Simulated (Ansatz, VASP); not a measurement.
# KSrBr3: VASP beside Ansatz, part 2 of 3

Wanted: the spread between two codes on one cell, functional and k mesh. The cell is generated by rule, not measured, and may not be a known phase. The cell is taken from a series of runs on this material, whose earlier steps may have relaxed, scaled, displaced or heated it; both programs get it as it stands.

VASP 6.6.1 and Ansatz 0.2.0.

So far: Starting point; Ansatz: zone-centre phonons, PBEsol.

## (3) VASP: zone-centre phonons, PBEsol

Level of this step: PBEsol; plane waves and PAW (K_sv, Sr_sv, Br); invented cell (VASP).

The same cell, functional and mesh now go to VASP, with its own data sets.

Lines of VASP's logs that name or quote its potential files are left out, and so is its time.

The input, INCAR:

```
SYSTEM = KSrBr3
PREC = Accurate
ENCUT = 500
EDIFF = 1E-08
NELM = 120
ISMEAR = 0
SIGMA = 0.01
LREAL = .FALSE.
ALGO = Normal
GGA = PS
NBANDS = 26
LORBIT = 11
LWAVE = .FALSE.
LCHARG = .FALSE.
ISIF = 2
IBRION = 8
LASPH = .TRUE.
GGA_COMPAT = .FALSE.
EFERMI = MIDGAP
KPAR = 2
```

The input, POSCAR:

```
KSrBr3
1.0
    5.8733190708      0.0000000000      0.0000000000
    0.0000000000      5.8733190708      0.0000000000
    0.0000000000      0.0000000000      5.8733190708
K Sr Br
1 1 3
Direct
    0.0000000000      0.0000000000      0.0000000000
    0.5000000000      0.5000000000      0.5000000000
    0.0000000000      0.5000000000      0.5000000000
    0.5000000000      0.0000000000      0.5000000000
    0.5000000000      0.5000000000      0.0000000000
```

The input, KPOINTS:

```
Automatic mesh
0
Gamma
4 4 4
0 0 0
```

The projector-augmented-wave data sets are K_sv, Sr_sv and Br (PBE family, release 64).

Launch:

```
> mpirun -np 2 vasp_std
```

What it wrote:

```text
[banner, memory and clock lines left out]
running    2 mpi-ranks, on    1 nodes
 distrk:  each k-point on    1 cores,    2 groups
 distr:  one band on    1 cores,    1 groups

 POSCAR found type information on POSCAR K SrBr
 POSCAR found :  3 types and       5 ions
|                                                                             |
|               ----> ADVICE to this user running VASP <----                  |
|                                                                             |
|     You enforced a specific xc type in the INCAR file but a different       |
|     [... a line on the potential file left out ...]
|     I HOPE YOU KNOW WHAT YOU ARE DOING!                                     |
|                                                                             |

 LDA part: xc-table for (Slater+PW92), standard interpolation
 POSCAR, INCAR and KPOINTS ok, starting setup
 FFT: planning ... GRIDC
 FFT: planning ... GRID_SOFT
 FFT: planning ... GRID
 WAVECAR not read
 entering main loop
       N       E                     dE             d eps       ncg     rms          rms(c)
DAV:   1     0.289569578697E+03    0.28957E+03   -0.17188E+04   520   0.128E+03
DAV:   2     0.756146525572E+01   -0.28201E+03   -0.27584E+03   686   0.281E+02
DAV:   3    -0.177221281068E+02   -0.25284E+02   -0.25239E+02   768   0.801E+01
DAV:   4    -0.184229475868E+02   -0.70082E+00   -0.69973E+00   838   0.122E+01
DAV:   5    -0.184450793394E+02   -0.22132E-01   -0.22130E-01   750   0.120E+00    0.202E+01
DAV:   6    -0.180175167557E+02    0.42756E+00   -0.67676E-01   680   0.314E+00    0.120E+01
DAV:   7    -0.179006265528E+02    0.11689E+00   -0.64740E-01   700   0.343E+00    0.985E-01
DAV:   8    -0.178915706267E+02    0.90559E-02   -0.66936E-02   726   0.110E+00    0.268E-01
DAV:   9    -0.178903261315E+02    0.12445E-02   -0.69184E-03   710   0.557E-01    0.177E-01
DAV:  10    -0.178903314781E+02   -0.53466E-05   -0.20730E-03   718   0.282E-01    0.735E-02
DAV:  11    -0.178904054623E+02   -0.73984E-04   -0.58401E-04   710   0.132E-01    0.231E-02
DAV:  12    -0.178904174608E+02   -0.11998E-04   -0.53619E-05   694   0.369E-02    0.126E-02
DAV:  13    -0.178904184342E+02   -0.97345E-06   -0.22773E-06   766   0.868E-03    0.576E-03
DAV:  14    -0.178904188116E+02   -0.37737E-06   -0.43482E-07   726   0.360E-03    0.140E-03
DAV:  15    -0.178904187801E+02    0.31442E-07   -0.43826E-08   688   0.124E-03    0.334E-04
DAV:  16    -0.178904188032E+02   -0.23045E-07   -0.96777E-09   484   0.616E-04    0.135E-04
DAV:  17    -0.178904188069E+02   -0.36948E-08   -0.64874E-10   368   0.153E-04
   1 F= -.17890419E+02 E0= -.17890419E+02  d E =0.000000E+00
 Linear response reoptimize wavefunctions to high precision
DAV:   1    -0.178904188100E+02   -0.30996E-08   -0.31221E-10   494   0.105E-04
DAV:   2    -0.178904188098E+02    0.16553E-09   -0.52340E-11   346   0.383E-05
DAV:   3    -0.178904188099E+02   -0.52296E-10    0.42754E-12   336   0.225E-05
 Linear response DOF=           4
 Linear response progress:
  Degree of freedom:   1/  4
       N       E                     dE             d eps       ncg     rms          rms(c)
RMM:   1    -0.315917767231E+00   -0.31592E+00    0.14722E-01  1457   0.204E+00
RMM:   2    -0.320187980590E+00   -0.42702E-02   -0.23128E-02  1603   0.467E-01    0.393E-02
RMM:   3    -0.322554089511E+00   -0.23661E-02   -0.51571E-03  1792   0.160E-01    0.495E-02
RMM:   4    -0.322629679994E+00   -0.75590E-04   -0.55916E-05  1842   0.231E-02    0.436E-02
RMM:   5    -0.322650325286E+00   -0.20645E-04   -0.23737E-05  1521   0.231E-02    0.459E-03
RMM:   6    -0.322664098402E+00   -0.13773E-04   -0.25487E-06  1916   0.487E-03    0.362E-03
RMM:   7    -0.322677550173E+00   -0.13452E-04   -0.56417E-07  1846   0.205E-03    0.153E-03
RMM:   8    -0.322684380047E+00   -0.68299E-05    0.64259E-07  1879   0.110E-03    0.619E-04
RMM:   9    -0.322684301547E+00    0.78499E-07    0.40322E-08  1993   0.514E-04    0.128E-04
RMM:  10    -0.322684235801E+00    0.65746E-07   -0.79902E-08  2055   0.271E-04    0.269E-05
RMM:  11    -0.322684377208E+00   -0.14141E-06   -0.12535E-08  1945   0.176E-04    0.208E-05
RMM:  12    -0.322684377327E+00   -0.11838E-09    0.54560E-09  2067   0.111E-04    0.704E-06
 first order change of Fermi-energy  -0.16825E-04
 force on displaced ion       1 direction 1 :   0.278   0.000  -0.000
 Linear response progress:
  Degree of freedom:   2/  4
       N       E                     dE             d eps       ncg     rms          rms(c)
RMM:   1    -0.304741313288E+00   -0.30474E+00    0.56134E-01  1482   0.263E+00
RMM:   2    -0.308392550955E+00   -0.36512E-02   -0.50773E-02  1646   0.549E-01    0.314E-01
RMM:   3    -0.308194087512E+00    0.19846E-03   -0.13807E-03  1639   0.156E-01    0.194E-01
RMM:   4    -0.308073725759E+00    0.12036E-03   -0.63845E-04  1611   0.106E-01    0.361E-02
RMM:   5    -0.308295648665E+00   -0.22192E-03   -0.52078E-05  1773   0.269E-02    0.121E-02
RMM:   6    -0.308389060976E+00   -0.93412E-04   -0.10452E-05  1924   0.991E-03    0.288E-03
RMM:   7    -0.308387947834E+00    0.11131E-05   -0.29091E-06  1909   0.376E-03    0.667E-04
RMM:   8    -0.308391137319E+00   -0.31895E-05    0.41720E-06  2067   0.177E-03    0.354E-04
RMM:   9    -0.308390262536E+00    0.87478E-06   -0.38159E-06  1927   0.108E-03    0.117E-04
RMM:  10    -0.308390829494E+00   -0.56696E-06   -0.28578E-06  2080   0.683E-04    0.630E-05
RMM:  11    -0.308390472244E+00    0.35725E-06   -0.70998E-07  2129   0.468E-04    0.673E-05
RMM:  12    -0.308390571414E+00   -0.99170E-07   -0.47297E-08  2081   0.360E-04    0.159E-04
RMM:  13    -0.308390435773E+00    0.13564E-06    0.20547E-07  2050   0.301E-04    0.149E-04
RMM:  14    -0.308390327304E+00    0.10847E-06    0.19110E-07  2133   0.246E-04    0.152E-04
RMM:  15    -0.308390249337E+00    0.77967E-07    0.19070E-07  2108   0.210E-04    0.156E-04
 first order change of Fermi-energy  -0.64088E-05
 force on displaced ion       2 direction 1 :  -4.768   0.000  -0.000
 Linear response progress:
  Degree of freedom:   3/  4
       N       E                     dE             d eps       ncg     rms          rms(c)
RMM:   1    -0.153826780657E+00   -0.15383E+00    0.63121E-02  1764   0.131E+00
RMM:   2    -0.152023771120E+00    0.18030E-02   -0.49520E-03  1630   0.212E-01    0.346E-01
RMM:   3    -0.152509573105E+00   -0.48580E-03   -0.11372E-03  1730   0.839E-02    0.198E-01
RMM:   4    -0.153215903285E+00   -0.70633E-03   -0.46621E-04  1680   0.620E-02    0.148E-02
RMM:   5    -0.153101398231E+00    0.11451E-03   -0.10380E-04  1760   0.234E-02    0.154E-02
RMM:   6    -0.153101164935E+00    0.23330E-06   -0.23178E-05  1940   0.996E-03    0.671E-03
RMM:   7    -0.153109720611E+00   -0.85557E-05   -0.58125E-05  1897   0.381E-03    0.393E-03
RMM:   8    -0.153120692176E+00   -0.10972E-04   -0.49900E-05  1765   0.265E-03    0.707E-04
RMM:   9    -0.153122471616E+00   -0.17794E-05    0.80893E-06  1958   0.109E-03    0.475E-04
RMM:  10    -0.153123719917E+00   -0.12483E-05   -0.91775E-06  1939   0.494E-04    0.714E-05
RMM:  11    -0.153123896648E+00   -0.17673E-06    0.14266E-06  2102   0.249E-04    0.107E-04
RMM:  12    -0.153123873329E+00    0.23319E-07   -0.23139E-06  2027   0.135E-04    0.253E-05
RMM:  13    -0.153123902245E+00   -0.28916E-07   -0.27336E-07  2055   0.812E-05    0.455E-05
RMM:  14    -0.153123954659E+00   -0.52414E-07   -0.82432E-07  2036   0.571E-05    0.130E-05
RMM:  15    -0.153123953573E+00    0.10861E-08   -0.18010E-07  1978   0.442E-05    0.154E-05
RMM:  16    -0.153123948373E+00    0.52002E-08   -0.26420E-07  1926   0.386E-05    0.161E-05
RMM:  17    -0.153123966897E+00   -0.18524E-07   -0.16056E-07  1776   0.365E-05    0.816E-06
RMM:  18    -0.153123974101E+00   -0.72032E-08   -0.14681E-07  1780   0.349E-05    0.428E-06
RMM:  19    -0.153123978983E+00   -0.48820E-08   -0.10428E-07  1697   0.341E-05    0.212E-06
RMM:  20    -0.153123981441E+00   -0.24582E-08   -0.12495E-07  1635   0.336E-05    0.728E-07
RMM:  21    -0.153123982359E+00   -0.91769E-09   -0.96025E-08  1566   0.334E-05    0.419E-07
 first order change of Fermi-energy   0.33532E-03
 force on displaced ion       3 direction 1 :  -5.861   0.000  -0.000
 Linear response progress:
  Degree of freedom:   4/  4
       N       E                     dE             d eps       ncg     rms          rms(c)
RMM:   1    -0.151072730170E+00   -0.15107E+00    0.70897E-02  2589   0.125E+00
RMM:   2    -0.150112917352E+00    0.95981E-03   -0.43005E-03  2372   0.190E-01    0.512E-02
RMM:   3    -0.150410486041E+00   -0.29757E-03   -0.16118E-04  2472   0.382E-02    0.269E-02
RMM:   4    -0.150798220425E+00   -0.38773E-03   -0.92741E-05  2404   0.298E-02    0.856E-03
RMM:   5    -0.150778975591E+00    0.19245E-04   -0.15937E-05  2709   0.950E-03    0.557E-03
RMM:   6    -0.150778880510E+00    0.95081E-07   -0.26527E-06  2580   0.547E-03    0.942E-04
RMM:   7    -0.150786443793E+00   -0.75633E-05    0.28052E-06  2798   0.220E-03    0.752E-04
RMM:   8    -0.150783946506E+00    0.24973E-05    0.58717E-06  2796   0.129E-03    0.160E-04
RMM:   9    -0.150785230697E+00   -0.12842E-05    0.38617E-06  2947   0.630E-04    0.738E-05
RMM:  10    -0.150784658513E+00    0.57218E-06    0.58925E-06  3005   0.308E-04    0.607E-05
RMM:  11    -0.150784879781E+00   -0.22127E-06    0.86028E-07  3199   0.152E-04    0.251E-05
RMM:  12    -0.150784760516E+00    0.11927E-06    0.13875E-06  3185   0.938E-05    0.205E-05
RMM:  13    -0.150784767763E+00   -0.72478E-08    0.14593E-07  3235   0.644E-05    0.700E-06
RMM:  14    -0.150784795637E+00   -0.27874E-07    0.29456E-07  3110   0.516E-05    0.556E-06
RMM:  15    -0.150784799727E+00   -0.40904E-08    0.12577E-07  2874   0.455E-05    0.376E-06
RMM:  16    -0.150784803911E+00   -0.41834E-08    0.67718E-08  2879   0.433E-05    0.190E-06
 first order change of Fermi-energy   0.14187E-03
 force on displaced ion       3 direction 2 :   0.000   0.017   0.000
 Linear response finished
```

[end of part 2 of 3]

[Lines on the potential files, build, host, timing and source positions are cut from VASP's logs without a mark.]

[Logs are printed without paths, hosts, clocks, repeated set-up lines and the standing remarks that a program may print on its own settings, such as how far it seeks lower states.]

[Hosts, paths, dates, database ids (printed as entryN), source tags and the programs' standing remarks are cut or masked in the printed files.]
